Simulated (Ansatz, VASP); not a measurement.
# Cross-check of SrTi2Al8O5 (1 units of SrTiO3 (001), TiO2 faces on Al(100)) between VASP and Ansatz, part 2 of 2

One calculation is typed for both programs; each brings its own data sets and cutoff. How far apart do they land?

VASP 6.6.1 and Ansatz 0.2.0.

So far: Set-up; VASP: single point, PBE with D3(BJ).

**3. Ansatz: single point, PBE with D3(BJ)**

Level of this step: Ansatz beside VASP: Kohn-Sham DFT, plane waves, PBE with D3(BJ) (Ansatz).

Ansatz runs on its default PAW (the set named soft_2) files.

The same cell, functional, mesh and smearing now go to Ansatz, which takes its cutoff from its data sets.

input.yaml

```yaml
crystal:
  lattice:
    - [3.905, 0.0, 0.0]
    - [0.0, 3.905, 0.0]
    - [0.0, 0.0, 30.1598006161]
  atoms:
    - { symbol: Al, position: [0.0, 0.5, 0.2986363198] }
    - { symbol: Al, position: [0.5, 0.0, 0.298503902] }
    - { symbol: Al, position: [0.0, 0.0, 0.3678352357] }
    - { symbol: Al, position: [0.5, 0.5, 0.3678352357] }
    - { symbol: Al, position: [0.0, 0.5, 0.4388892988] }
    - { symbol: Al, position: [0.5, 0.0, 0.4351664117] }
    - { symbol: Al, position: [0.0, 0.0, 0.5053467476] }
    - { symbol: Al, position: [0.5, 0.5, 0.5053467476] }
    - { symbol: Ti, position: [0.5, 0.0, 0.5721567622] }
    - { symbol: Ti, position: [0.5, 0.0, 0.6998067011] }
    - { symbol: O, position: [0.0, 0.0, 0.5691729998] }
    - { symbol: O, position: [0.5, 0.5, 0.5691729998] }
    - { symbol: O, position: [0.5, 0.0, 0.6370670212] }
    - { symbol: O, position: [0.0, 0.0, 0.7018317874] }
    - { symbol: O, position: [0.5, 0.5, 0.7018317874] }
    - { symbol: Sr, position: [0.0, 0.5, 0.6430467464] }
hamiltonian:
  xc: pbe
  pseudopotentials: { kind: paw }
  dispersion: d3bj
kpoints:
  mp_grid: { grid: [10, 10, 1] }
scf:
  occupations: { method: fermi_dirac, width: 0.1 }
  n_extra_bands: 8
efield:
  axis: 3
  dipole_correction: true
  ramp_width: 0.04
output:
  forces: true
  eigenvalues: true
```

Command:

```
$ ansatz run input.yaml --threads 4 --pin off --max-ram 9216MiB --backend cpu --events-out ev --progress --plain --runs-dir out
```

Numbers of over 12 decimals in the logs are rounded to 6 here.

The log of the run:

```text
scf.n_extra_bands = 8 over 44 filled bands (N_el = 88.0): the run solves 52 bands
Engine: ansatz 0.2.0, aarch64-unknown-linux-gnu
Pseudopotentials: kind: paw
Pseudopotential: Al, paw, valence charge 3, recommended cutoff 420 eV (normal), Al.paw.azcp
Pseudopotential: Ti, paw, valence charge 12, recommended cutoff 420 eV (normal), Ti.paw.azcp
Pseudopotential: O, paw, valence charge 6, recommended cutoff 420 eV (normal), O.paw.azcp
Pseudopotential: Sr, paw, valence charge 10, recommended cutoff 420 eV (normal), Sr.paw.azcp
Functional definition: PBE
  parameter kappa = 0.804
  parameter beta = 0.066725
  exchange = pbe_x(kappa = kappa, mu = beta*pi^2/3)
  correlation = pbe_c(beta = beta)
Crystal: 16 atoms, lattice volume = 459.908 Å³
Basis set: ecut = 420 eV, 9093 PW (Γ), exchange–correlation on 54×54×432 points (8 copies of the dense FFT grid, shifted against one another)
Bands: 52, of which v1, the nominal top of the filled ones, is band 44 counted from 1 (43 counted from 0)
Symmetry: 8 space group operations
Space group: P4mm (ITA 99), of the structure as read, at distance tolerance 7.7e-5 Å
k-points: 21 of 100
Non-local potential: Al, projectors of the file, l = 0: 2, l = 1: 2, l = 2: 1
Non-local potential: Ti, projectors of the file, l = 0: 3, l = 1: 2, l = 2: 3, l = 3: 1
Non-local potential: O, projectors of the file, l = 0: 2, l = 1: 2, l = 2: 1
Non-local potential: Sr, projectors of the file, l = 0: 3, l = 1: 2, l = 2: 2
PAW form: soft (Blöchl's): semilocal exchange-correlation on the pseudo side does not see the compensation charge
PAW one-centre angular grid: Al, 110 points (default); XC on 64 Gauss nodes
PAW one-centre angular grid: Ti, 590 points (default); XC on 64 Gauss nodes
PAW one-centre angular grid: O, 110 points (default); XC on 64 Gauss nodes
PAW one-centre angular grid: Sr, 110 points (default); XC on 64 Gauss nodes
Initial density: superposition of atomic densities (neutral atoms: chi_scale 0, normalization atom), corrected by the library's trained network
Initial wavefunctions: pseudopotential atomic-orbital guess
Functional: x = pbe(κ = 0.804, μ = 0.219515), c = pbe(β = 0.066725)
SCF iter   1: F=—  HF=-15694.732685 eV  |F-HF|=—  |Δ(HF+E_count)|=         —  Δρ=4.21e-3  dr2=2.27e0  ethr=1.77e-3  p=-0.022 e·Å  D=-8.73e-3 V/Å  ΔV_dip=0.26 eV  dr2_dipole=1.43e0  V_vac-E_F(+/−)=4.29/4.03 eV  ⟨swp⟩=8.5  Hψ=5695  notcnv=0
efield: sawtooth ramp at fractional position 0.9802 (placed from the atoms, in the widest stretch of the axis that holds none; the zero of the levels goes with the place), width 0.0400; the density the first Hamiltonian is built on has a dipole p = -0.022 e·Å; the dipole correction subtracts the counter field D = -8.73e-3 V/Å, which shifts the + side's vacuum level by +0.26 eV against the − side's; the planar-averaged density in the ramp window peaks in size at 3.3e-6 e/Å³
preconditioner: auto → LDOS  [metal: Δε(μ)=0.031 eV  Ē_g=8.628 eV  σ=0.100 eV  W_gap=0.08  n_scr=70 (ndim 8)  ℏωp=14.5 eV  f_vac=0.476  D(μ)=4.44/eV (n_scr^D=12)  β→1.0]
SCF iter   2: F=—  HF=-15694.690413 eV  |F-HF|=—  |Δ(HF+E_count)|=   4.23e-2  Δρ=5.41e-3  dr2=4.00e-1  ethr=1.77e-3  p=0.076 e·Å  D=2.97e-2 V/Å  ΔV_dip=-0.90 eV  dr2_dipole=1.75e-1  V_vac-E_F(+/−)=3.46/4.36 eV  ⟨swp⟩=2.5  Hψ=1721  notcnv=0
SCF iter   3: F=—  HF=-15694.656082 eV  |F-HF|=—  |Δ(HF+E_count)|=   3.43e-2  Δρ=1.48e-3  dr2=2.22e-2  ethr=4.54e-4  p=0.053 e·Å  D=2.08e-2 V/Å  ΔV_dip=-0.63 eV  dr2_dipole=3.84e-3  V_vac-E_F(+/−)=3.70/4.33 eV  ⟨swp⟩=2.1  Hψ=1765  notcnv=0
SCF iter   4: F=—  HF=-15694.654802 eV  |F-HF|=—  |Δ(HF+E_count)|=   1.28e-3  Δρ=4.75e-4  dr2=3.19e-3  ethr=2.52e-5  p=0.052 e·Å  D=2.05e-2 V/Å  ΔV_dip=-0.62 eV  dr2_dipole=1.27e-3  V_vac-E_F(+/−)=3.70/4.32 eV  ⟨swp⟩=2.0  Hψ=1653  notcnv=0
SCF iter   5: F=—  HF=-15694.654748 eV  |F-HF|=—  |Δ(HF+E_count)|=   5.41e-5  Δρ=1.77e-4  dr2=3.93e-4  ethr=3.62e-6  p=0.055 e·Å  D=2.15e-2 V/Å  ΔV_dip=-0.65 eV  dr2_dipole=4.98e-5  V_vac-E_F(+/−)=3.68/4.33 eV  ⟨swp⟩=2.0  Hψ=1630  notcnv=0
SCF iter   6: F=—  HF=-15694.654779 eV  |F-HF|=—  |Δ(HF+E_count)|=   3.17e-5  Δρ=9.25e-5  dr2=9.43e-5  ethr=4.46e-7  p=0.055 e·Å  D=2.15e-2 V/Å  ΔV_dip=-0.65 eV  dr2_dipole=4.73e-8  V_vac-E_F(+/−)=3.68/4.33 eV  ⟨swp⟩=2.0  Hψ=1592  notcnv=0
SCF iter   7: F=—  HF=-15694.655547 eV  |F-HF|=—  |Δ(HF+E_count)|=   7.68e-4  Δρ=3.23e-5  dr2=8.29e-6  ethr=1.07e-7  p=0.055 e·Å  D=2.16e-2 V/Å  ΔV_dip=-0.65 eV  dr2_dipole=1.64e-7  V_vac-E_F(+/−)=3.68/4.33 eV  ⟨swp⟩=2.0  Hψ=1503  notcnv=0
SCF iter   8: F=—  HF=-15694.655547 eV  |F-HF|=—  |Δ(HF+E_count)|=   1.51e-7  Δρ=1.29e-5  dr2=1.60e-6  ethr=9.42e-9  p=0.055 e·Å  D=2.16e-2 V/Å  ΔV_dip=-0.65 eV  dr2_dipole=5.84e-8  V_vac-E_F(+/−)=3.68/4.33 eV  ⟨swp⟩=2.2  Hψ=1749  notcnv=0
SCF iter   9: F=—  HF=-15694.655549 eV  |F-HF|=—  |Δ(HF+E_count)|=   1.28e-6  Δρ=5.22e-6  dr2=3.08e-7  ethr=1.82e-9  p=0.055 e·Å  D=2.16e-2 V/Å  ΔV_dip=-0.65 eV  dr2_dipole=1.28e-7  V_vac-E_F(+/−)=3.68/4.33 eV  ⟨swp⟩=2.1  Hψ=1767  notcnv=0
SCF iter  10: F=-15694.655549 eV  HF=-15694.655549 eV  |F-HF|=7.22e-8  |Δ(HF+E_count)|=   1.72e-7  Δρ=1.23e-6  dr2=1.07e-8  ethr=1.14e-10  p=0.055 e·Å  D=2.16e-2 V/Å  ΔV_dip=-0.65 eV  dr2_dipole=2.87e-9  V_vac-E_F(+/−)=3.68/4.33 eV  ⟨swp⟩=8.8  Hψ=5042  notcnv=0
SCF 1 converged in 10 iterations: F = -15694.655549 eV  dr2 = 1.07e-8
  greatest PAW one-centre occupation: 0.999 electrons in one spin orbital (limit 2), on the Ti atom at site 9 (counted from 0), in its partial waves of l = 0
SCF converged after 10 iterations
Free energy (F): -15694.655549 eV
Harris-Foulkes:  -15694.655549 eV  (|F-HF|=7.22e-8)
Internal energy: -15694.496883 eV  (E = F + TS)
E sigma→0 (E₀):  -15694.576216 eV
Entropy (-TS):   -0.158666 eV (-9.917 meV/atom)
Fermi energy:    2.531358 eV
Dipole field:    D = 0.021593 V/Å  (p = 0.054882 e·Å, saw-weighted, corrected)
Work function:   Φ+ = 3.6813 eV   Φ− = 4.3326 eV
Levels:          The Fermi level and band energies are counted from a zero that moves with the ramp; work functions are not
--- Per-component energies (eV) ---
  E_band       = -1024.388333
  E_kinetic    = 1855.252401
  E_local      = -89433.371294  (includes V_loc(G=0)·N_el)
  E_nonlocal   = 534.364414
  E_hartree    = 43861.180706
  E_xc         = -1059.325783
  E_vxc        = -1113.938087  (∫ρ·V_xc dr)
  E_paw        = -9315.842707  (= ΣΔE_a)
  E_vpaw       = -584.870414  (= ΣTr[D̂ρ^β])
  E_aug_tail   = 0.012579  (compensation charges beyond the density's cutoff)
  E_efield     = 0.000593  (sawtooth field / dipole correction)
  E_vefield    = -4.170985  (∫n·V_field dr)
  E_ewald      = 37867.302652
  E_disp       = -4.070445  (pairwise vdW)
  E_smearing   = -0.158666  (= −TS)
  E_closure    = -0.000000  (closes the sum)
  Σ components = -15694.655549   (vs F -15694.655549, Δ=0.00e0)
--- Forces (eV/Å), atoms counted from 1 ---
  atom   1  Al     0.00000000     0.00000000     0.00891688
  atom   2  Al    -0.00000000     0.00000000     0.00146387
  atom   3  Al     0.00000000     0.00000000     0.00656874
  atom   4  Al    -0.00000000     0.00000000     0.00656874
  atom   5  Al     0.00000000     0.00000000    -0.02213115
  atom   6  Al     0.00000000     0.00000000    -0.00385880
  atom   7  Al     0.00000000     0.00000000    -0.05938401
  atom   8  Al     0.00000000     0.00000000    -0.05938401
  atom   9  Ti     0.00000000     0.00000000     0.05422006
  atom  10  Ti     0.00000000     0.00000000    -0.38784493
  atom  11  O      0.00000000     0.00000000     0.11233564
  atom  12  O      0.00000000     0.00000000     0.11233564
  atom  13  O      0.00000000     0.00000000     0.20949452
  atom  14  O      0.00000000     0.00000000     0.01883588
  atom  15  O     -0.00000000     0.00000000     0.01883588
  atom  16  Sr     0.00000000     0.00000000    -0.01688773
  max |Σ_I F_I| component: 8.52e-5 eV/Å
--- Band table (eV; the first three rows and the last of 21) ---
  k-point 0: bands = [... 40 lower, 1.3793, 1.8337, 1.8910, 2.3959, 2.3959, 2.6037, 2.7820, 2.7915, ... 4 higher]
  k-point 1: bands = [... 40 lower, 1.4543, 1.9149, 2.1186, 2.4248, 2.7792, 2.7989, 3.0025, 3.1185, ... 4 higher]
  k-point 2: bands = [... 40 lower, 1.5387, 1.6754, 2.1921, 2.5191, 2.9334, 3.2439, 3.4326, 3.4640, ... 4 higher]
  k-point 20: bands = [... 40 lower, -0.1087, 0.2027, 0.2027, 1.0235, 1.9220, 2.5677, 3.1919, 3.1919, ... 4 higher]
```

Wall time 17 s (4 threads of Arm Neoverse V2, shared host); peak memory 0.98 GiB.

In the SCF lines HF is the Harris–Foulkes energy and dr2 the Hartree energy of the density residual, in eV; the loop may stop once dr2 is under the threshold and the program's other checks hold. Hψ counts applications of the Hamiltonian.

**4. Comparison**

Known differences besides the potentials themselves: the data sets hold 88 valence electrons in Ansatz (default PAW (the set named soft_2) files) and 72 in VASP; the cutoff is 420 eV in Ansatz and 400 eV in VASP (PREC = Normal, projectors in real space); VASP leaves aspherical gradient terms in its spheres out (LASPH is not set), Ansatz keeps them. Total energies have different zeros and are not compared.

Both answers:

```
                                   quantity  Ansatz  VASP  difference
 work function, lower of the two faces (eV)    3.68  3.93       -0.25
work function, higher of the two faces (eV)    4.33  4.33       +0.01
```

At this near-relaxed geometry the largest component of a force difference is 368 meV/Å. VASP's log warns that it found no field-free region in the vacuum, so its work functions are uncertain.

**5. What came out**

```
r.m.s. force difference (single point, PBE with D3(BJ)) : 67 meV/Å
```

The r.m.s. force difference is 67 meV/Å (single point, PBE with D3(BJ)), beyond the 12 meV/Å picked in this series as the mark of a large difference. What causes the difference of the single point, PBE with D3(BJ) pair stays open here. 2 further runs of this series are not shown here. Such differences can come from data sets, numerical settings and the points named under the comparisons, not from the functional's error against experiment.

[Lines on the potential files, build, host, timing and source positions are cut from VASP's logs without a mark.]

[Logs are printed without paths, hosts, clocks, repeated set-up lines and the standing remarks that a program may print on its own settings, such as how far it seeks lower states.]

[Hosts, paths, dates, database ids (printed as entryN), source tags and the programs' standing remarks are cut or masked in the printed files.]
